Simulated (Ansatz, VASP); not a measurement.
# TiO2 (Anatase) in two plane-wave programs, part 2 of 3

Wanted: the spread between two codes on one cell, functional and k mesh. The cell is taken from a series of runs on this material, whose earlier steps may have relaxed, scaled, displaced or heated it; both programs get it as it stands.

VASP 6.6.1 and Ansatz 0.2.0.

So far: The structure; VASP: zone-centre phonons, LDA.

**2. VASP: zone-centre phonons, LDA (continued)**

Level of this step: LDA, no spin polarisation; plane waves and PAW (Ti_sv, O) (VASP).

OUTCAR, selected parts (step 2):

```text
ion  position               nearest neighbor table
   1  0.000  0.000  0.000-   4 1.91   5 1.91   5 1.91   4 1.91   3 1.97   6 1.97
   2  0.750  0.250  0.500-   3 1.91   6 1.91   6 1.91   3 1.91   4 1.97   5 1.97
   3  0.208  0.208  0.000-   2 1.91   2 1.91   1 1.97
   4  0.958  0.458  0.500-   1 1.91   1 1.91   2 1.97
   5  0.542  0.042  0.500-   1 1.91   1 1.91   2 1.97
   6  0.792  0.792  0.000-   2 1.91   2 1.91   1 1.97

  LATTYP: Found a body centered tetragonal cell.
 ALAT       =     3.7392625208
 C/A-ratio  =     2.5287329869

 Subroutine GETGRP returns: Found 16 space group operations
 (whereof  8 operations were pure point group operations)

The static configuration has the point symmetry D_2d.
 The point group associated with its full space group is D_4h.

 Found    102 irreducible k-points:

   k-points           NKPTS =    102   k-points in BZ     NKDIM =    102   number of bands    NBANDS=     30

   dimension x,y,z NGX =    48 NGY =   48 NGZ =   48
   dimension x,y,z NGXF=    96 NGYF=   96 NGZF=   96

   ENCUT  =  600.0 eV  44.10 Ry    6.64 a.u.  10.82 10.82 10.82*2*pi/ulx,y,z

   NELECT =      48.0000    total number of electrons

 k-points in reciprocal lattice and weights: Automatic mesh
   0.00000000  0.00000000  0.00000000       0.001
   0.10000000 -0.00000000  0.00000000       0.008
   0.20000000 -0.00000000  0.00000000       0.008
   0.30000000 -0.00000000  0.00000000       0.008
   0.40000000 -0.00000000  0.00000000       0.008
   0.50000000 -0.00000000  0.00000000       0.004
   0.10000000  0.10000000  0.00000000       0.008
   0.20000000  0.10000000  0.00000000       0.016
   0.30000000  0.10000000  0.00000000       0.016
[...]
-----------------------------------------------------------------------------------
    total drift:                                0.000000      0.000000      0.000000

 Eigenvectors and eigenvalues of the dynamical matrix
 ----------------------------------------------------

   1 f  =   19.514097 THz   122.610689 2PiTHz  650.920216 cm-1    80.703785 meV
             X         Y         Z           dx          dy          dz
      0.000000  0.000000  0.000000    -0.047047   -0.051192   -0.000000
      0.000000  1.869631  2.363899     0.047047    0.051192    0.000000
      0.000000  0.000000  1.966550     0.057012   -0.514383    0.000000
     -0.000000  1.869631  4.330449     0.472734   -0.062035    0.000000
     -0.000000  1.869631  0.397349    -0.057012    0.514383   -0.000000
      0.000000  0.000000  7.489047    -0.472734    0.062035   -0.000000

   2 f  =   19.514097 THz   122.610689 2PiTHz  650.920216 cm-1    80.703785 meV
             X         Y         Z           dx          dy          dz
      0.000000  0.000000  0.000000    -0.051192    0.047047   -0.000000
      0.000000  1.869631  2.363899     0.051192   -0.047047    0.000000
      0.000000  0.000000  1.966550     0.062035    0.472734    0.000000
     -0.000000  1.869631  4.330449     0.514383    0.057012   -0.000000
     -0.000000  1.869631  0.397349    -0.062035   -0.472734    0.000000
      0.000000  0.000000  7.489047    -0.514383   -0.057012   -0.000000

   3 f  =   16.567963 THz   104.099583 2PiTHz  552.647767 cm-1    68.519559 meV
             X         Y         Z           dx          dy          dz
      0.000000  0.000000  0.000000    -0.000000    0.000000    0.000000
      0.000000  1.869631  2.363899     0.000000   -0.000000   -0.000000
      0.000000  0.000000  1.966550     0.000000    0.000000   -0.500000
     -0.000000  1.869631  4.330449     0.000000    0.000000    0.500000
     -0.000000  1.869631  0.397349    -0.000000   -0.000000   -0.500000
      0.000000  0.000000  7.489047    -0.000000    0.000000    0.500000

   4 f  =   15.941274 THz   100.161979 2PiTHz  531.743667 cm-1    65.927783 meV
             X         Y         Z           dx          dy          dz
      0.000000  0.000000  0.000000     0.000000    0.000000    0.000000
      0.000000  1.869631  2.363899     0.000000   -0.000000    0.000000
      0.000000  0.000000  1.966550     0.000000    0.000000    0.500000
     -0.000000  1.869631  4.330449    -0.000000   -0.000000    0.500000
     -0.000000  1.869631  0.397349     0.000000    0.000000   -0.500000
      0.000000  0.000000  7.489047    -0.000000   -0.000000   -0.500000

   5 f  =   15.227223 THz    95.675461 2PiTHz  507.925471 cm-1    62.974704 meV
             X         Y         Z           dx          dy          dz
      0.000000  0.000000  0.000000     0.000000   -0.000000   -0.023183
      0.000000  1.869631  2.363899     0.000000   -0.000000    0.023183
      0.000000  0.000000  1.966550     0.000000    0.000000    0.499731
     -0.000000  1.869631  4.330449    -0.000000   -0.000000   -0.499731
     -0.000000  1.869631  0.397349     0.000000    0.000000   -0.499731
      0.000000  0.000000  7.489047    -0.000000    0.000000    0.499731

   6 f  =   13.735310 THz    86.301501 2PiTHz  458.160642 cm-1    56.804654 meV
             X         Y         Z           dx          dy          dz
      0.000000  0.000000  0.000000    -0.046438    0.168617    0.000000
      0.000000  1.869631  2.363899    -0.046438    0.168617   -0.000000
      0.000000  0.000000  1.966550    -0.082041   -0.589557    0.000000
     -0.000000  1.869631  4.330449     0.162366    0.297894   -0.000000
     -0.000000  1.869631  0.397349    -0.082041   -0.589557   -0.000000
      0.000000  0.000000  7.489047     0.162366    0.297894    0.000000

   7 f  =   13.735310 THz    86.301501 2PiTHz  458.160642 cm-1    56.804654 meV
             X         Y         Z           dx          dy          dz
      0.000000  0.000000  0.000000     0.168617    0.046438   -0.000000
      0.000000  1.869631  2.363899     0.168617    0.046438   -0.000000
      0.000000  0.000000  1.966550     0.297894   -0.162366   -0.000000
     -0.000000  1.869631  4.330449    -0.589557    0.082041    0.000000
     -0.000000  1.869631  0.397349     0.297894   -0.162366    0.000000
      0.000000  0.000000  7.489047    -0.589557    0.082041   -0.000000

   8 f  =   11.749303 THz    73.823045 2PiTHz  391.914547 cm-1    48.591189 meV
             X         Y         Z           dx          dy          dz
      0.000000  0.000000  0.000000     0.000000    0.000000   -0.706727
      0.000000  1.869631  2.363899    -0.000000    0.000000    0.706727
      0.000000  0.000000  1.966550    -0.000000   -0.000000   -0.016393
     -0.000000  1.869631  4.330449    -0.000000    0.000000    0.016393
     -0.000000  1.869631  0.397349    -0.000000   -0.000000    0.016393
      0.000000  0.000000  7.489047     0.000000   -0.000000   -0.016393

   9 f  =   10.723838 THz    67.379858 2PiTHz  357.708716 cm-1    44.350208 meV
             X         Y         Z           dx          dy          dz
      0.000000  0.000000  0.000000     0.000000    0.000000   -0.448690
      0.000000  1.869631  2.363899     0.000000    0.000000   -0.448690
      0.000000  0.000000  1.966550     0.000000   -0.000000    0.386444
     -0.000000  1.869631  4.330449    -0.000000    0.000000    0.386444
     -0.000000  1.869631  0.397349     0.000000   -0.000000    0.386444
      0.000000  0.000000  7.489047    -0.000000   -0.000000    0.386444

  10 f  =    7.447113 THz    46.791591 2PiTHz  248.408952 cm-1    30.798771 meV
             X         Y         Z           dx          dy          dz
      0.000000  0.000000  0.000000     0.408821    0.049126    0.000000
      0.000000  1.869631  2.363899     0.408821    0.049126   -0.000000
      0.000000  0.000000  1.966550    -0.547883   -0.019216   -0.000000
     -0.000000  1.869631  4.330449    -0.159911   -0.065837    0.000000
     -0.000000  1.869631  0.397349    -0.547883   -0.019216    0.000000
      0.000000  0.000000  7.489047    -0.159911   -0.065837    0.000000

  11 f  =    7.447113 THz    46.791591 2PiTHz  248.408952 cm-1    30.798771 meV
             X         Y         Z           dx          dy          dz
      0.000000  0.000000  0.000000     0.049126   -0.408821   -0.000000
      0.000000  1.869631  2.363899     0.049126   -0.408821    0.000000
      0.000000  0.000000  1.966550    -0.065837    0.159911    0.000000
     -0.000000  1.869631  4.330449    -0.019216    0.547883    0.000000
     -0.000000  1.869631  0.397349    -0.065837    0.159911    0.000000
      0.000000  0.000000  7.489047    -0.019216    0.547883    0.000000

  12 f  =    4.838861 THz    30.403459 2PiTHz  161.407022 cm-1    20.011911 meV
             X         Y         Z           dx          dy          dz
      0.000000  0.000000  0.000000    -0.562986   -0.009075    0.000000
      0.000000  1.869631  2.363899     0.562986    0.009075   -0.000000
      0.000000  0.000000  1.966550     0.414345    0.001709    0.000000
     -0.000000  1.869631  4.330449    -0.105999   -0.006679   -0.000000
     -0.000000  1.869631  0.397349    -0.414345   -0.001709   -0.000000
      0.000000  0.000000  7.489047     0.105999    0.006679   -0.000000

  13 f  =    4.838861 THz    30.403459 2PiTHz  161.407022 cm-1    20.011911 meV
             X         Y         Z           dx          dy          dz
      0.000000  0.000000  0.000000    -0.009075    0.562986    0.000000
      0.000000  1.869631  2.363899     0.009075   -0.562986   -0.000000
      0.000000  0.000000  1.966550     0.006679   -0.105999   -0.000000
     -0.000000  1.869631  4.330449    -0.001709    0.414345   -0.000000
     -0.000000  1.869631  0.397349    -0.006679    0.105999   -0.000000
      0.000000  0.000000  7.489047     0.001709   -0.414345   -0.000000
    [... 43 further lines ...]
     -0.000000  1.869631  0.397349     0.000000   -0.000000    0.317272
      0.000000  0.000000  7.489047     0.000000   -0.000000    0.317272

 ELASTIC MODULI CONTR FROM IONIC RELAXATION (kBar)
 Direction    XX          YY          ZZ          XY          YZ          ZX
 --------------------------------------------------------------------------------
 XX       -1202.7255   1189.5211    124.9545      0.0000      0.0000     -0.0000
 YY        1189.5211  -1202.7255    124.9545      0.0000     -0.0000      0.0000
 ZZ         124.9545    124.9545  -2364.9268      0.0000      0.0000      0.0000
 XY           0.0000      0.0000      0.0000      0.0000      0.0000      0.0000
 YZ           0.0000     -0.0000      0.0000      0.0000   -599.8786     -0.0000
 ZX          -0.0000      0.0000      0.0000      0.0000     -0.0000   -747.8497
 --------------------------------------------------------------------------------
```

(Part 2 of 3 ends here.)

[Lines on the potential files, build, host, timing and source positions are cut from VASP's logs without a mark.]

[Logs are printed without paths, hosts, clocks, repeated set-up lines and the standing remarks that a program may print on its own settings, such as how far it seeks lower states.]

[Hosts, paths, dates, database ids (printed as entryN), source tags and the programs' standing remarks are cut or masked in the printed files.]
